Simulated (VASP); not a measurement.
Input:

```xyz
2
Lattice="0.0000 2.5817 2.5817 2.5817 0.0000 2.5817 2.5817 2.5817 0.0000" Properties=species:S:1:pos:R:3 pbc="T T T"
Mg     0.0000     0.0000     0.0000
S      2.5817     2.5817     2.5817
```

Computed with RPBE GGA, VASP's PBE PAW potentials (set 64) (plane waves; VASP). Run with 520 eV cut-off, 9×9×9 Γ-centred mesh, Gaussian smearing of 0.050 eV, potentials Mg S.

Predict the energy per atom (σ→0), pressure.

The energy per atom (σ→0) comes out as -3.972 eV/atom and the pressure is 4.94 GPa.

The compound is MgS in the rock salt structure. This cell is one point of a volume scan, at 0.94 of the reference volume.
